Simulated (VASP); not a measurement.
Band gaps of Ag2S (space group P2_1/m) from VASP (PAW), without and with spin-orbit coupling. Semilocal levels are at their own relaxed cell, hybrids and mBJ at PBE's; 0.00 means no gap at that level.

The cell of the PBEsol run:

```
Ag2S
1.0
    4.15589     0.00000    -0.00844
    0.00000     7.24942     0.00000
   -1.55545     0.00000     3.86490
Ag S
4 2
Direct
  0.10987   0.25000   0.89791
  0.89013   0.75000   0.10209
  0.50000   0.00000   0.50000
  0.50000   0.50000   0.50000
  0.73031   0.25000   0.27970
  0.26969   0.75000   0.72030
```

| level | gap without SOC (eV) | gap with SOC (eV) | shift (eV) |
|---|---|---|---|
| PBEsol | 0.99 | … | … |

Q: Complete the blanks.

A: 
- PBEsol, gap with SOC (eV): 0.98
- PBEsol, shift (eV): -0.01

Only levels that ran to the end are used. Left out are those held back, those with too coarse a band path, GW runs whose mesh misses a band edge, hybrids' fits of cells that aren't cubic and levels without matching references; a question may draw on a part of the rest.

The structure comes from a computed database's Ag2S entry (P2_1/m); how it stands against other phases isn't given here. It was relaxed first, which changed the volume by -5 %. Symmetry was kept, so distortions that lower it aren't found.
